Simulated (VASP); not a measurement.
## LaSiPt₃ (space group P4mm): computed properties

Level of theory: PBEsol GGA, VASP's PBE PAW potentials (set 64) (plane waves; VASP).

```yaml
space_group: P4mm (99)
cell: a = b = 4.0942 Å, c = 5.4452 Å, α = β = γ = 90.00°
volume_per_atom: 18.25 Å³/atom
band gap (over mesh and band path): none (metal, semimetal or under 0.01 eV)
density: 13.69 g/cm³
```

```
LaPt3Si
1.0
    4.09418     0.00000     0.00000
    0.00000     4.09418     0.00000
    0.00000     0.00000     5.44515
La Si Pt
1 1 3
Cartesian
  2.04709   2.04709   3.80605
  0.00000   0.00000   5.27834
  2.04709   0.00000   1.07368
  0.00000   2.04709   1.07368
  0.00000   0.00000   2.97036
```

Unless said otherwise, spin-orbit coupling is left out, though it shifts the bands of the heavy elements here.

The structure comes from a computed database's LaSiPt3 entry (P4mm); how it stands against other phases isn't given here. It was relaxed first. Symmetry was kept, so distortions that lower it aren't found. The electron count is odd and the run is not spin-polarised, which forces a metal.
